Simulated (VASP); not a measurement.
Level of theory: PBEsol GGA, VASP's PBE PAW potentials (set 64) (plane waves; VASP).

VASP input:

File POSCAR:
```
Tl
1
   -1.9233092061     1.9233092061     1.9233092061
    1.9233092061    -1.9233092061     1.9233092061
    1.9233092061     1.9233092061    -1.9233092061
Tl
1
Direct
  0.0000000000   0.0000000000   0.0000000000
```

File KPOINTS:
```
Regular mesh
0
gamma
 15 15 15
0 0 0
```

**INCAR**
```
ALGO=Normal
EDIFF=1E-7
ENCUT=400
GGA=PS
ISIF=2
ISMEAR=-5
LASPH=T
LCHARG=T
LMAXMIX=4
LORBIT=11
LREAL=F
LWAVE=F
NEDOS=601
NELM=100
PREC=Accurate
SYSTEM=Tl
```

POTCAR, in this order: Tl_d (PBE.64 set). Program: vasp_std.

### Question
What will the output report for the number of irreducible k-points (NKPTS), number of bands (NBANDS), largest plane-wave count, number of space-group operations, FFT grid (NGX, NGY, NGZ)?

### Answer

```yaml
number of irreducible k-points (NKPTS): 120
number of bands (NBANDS): 10
largest_plane_wave_count: 537
number_of_space_group_operations: 48
FFT grid (NGX, NGY, NGZ): 24 × 24 × 24
```

The structure was generated: Tl was put into the bcc type (Im-3m), which need not be its known phase. It was relaxed first.
